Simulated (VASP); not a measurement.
Calculation: PBE GGA, VASP's PBE PAW potentials (set 64) (plane waves; VASP 6.6.1).

VASP input:

**KPOINTS**
```
kpoints
0
Gamma
9 9 5
```

**POSCAR**
```
GaN
1.0
  3.1516900000   0.0000000000   0.0000000000
 -1.5758450000   2.7294440000   0.0000000000
  0.0000000000   0.0000000000   5.1473100000
Ga N
2 2
Cartesian
 -0.0000015758   1.8196302431   0.0000000000
  1.5758465758   0.9098137569   2.5736550000
 -0.0000015758   1.8196302431   1.9302412500
  1.5758465758   0.9098137569   4.5038962500
```

INCAR:
```
SYSTEM = GaN
PREC = Accurate
ENCUT = 520
EDIFF = 1E-6
NELM = 100
ALGO = Normal
LREAL = .FALSE.
LASPH = .TRUE.
ISMEAR = 0
SIGMA = 0.05
GGA = PE
LMAXMIX = 4
LWAVE = .FALSE.
LCHARG = .FALSE.
IBRION = 2
ISIF = 3
NSW = 60
EDIFFG = -0.01
```

POTCAR, in this order: Ga_d N (PBE.64 set). Program: vasp_std.

Energy and stress use the plane-wave basis of the starting cell.

Predict the energy per atom (σ→0), volume per atom, band gap (on the k-mesh).

The energy per atom (σ→0) comes out as -6.081 eV/atom, the band gap (on the k-mesh) is 1.72 eV and the volume per atom comes out as 11.75 Å³/atom.

File OSZICAR:
```
...
   5 F= -.24325606E+02 E0= -.24325606E+02  d E =-.225522E-03
       N       E                     dE             d eps       ncg     rms          rms(c)
DAV:   1    -0.243257876655E+02   -0.18167E-03   -0.22335E-02  1636   0.120E+00    0.852E-02
DAV:   2    -0.243257220593E+02    0.65606E-04   -0.73690E-04  2220   0.356E-01    0.498E-02
DAV:   3    -0.243256586809E+02    0.63378E-04   -0.87999E-05  2106   0.141E-01    0.550E-03
DAV:   4    -0.243256608899E+02   -0.22089E-05   -0.26922E-05  1616   0.521E-02    0.246E-03
DAV:   5    -0.243256608749E+02    0.15006E-07   -0.81685E-07  1076   0.106E-02
   6 F= -.24325661E+02 E0= -.24325661E+02  d E =-.280415E-03
```

The structure was generated: GaN was put into the wurtzite type (P6_3mc), which need not be its known phase. This run relaxes it. Symmetry was kept, so distortions that lower it aren't found.
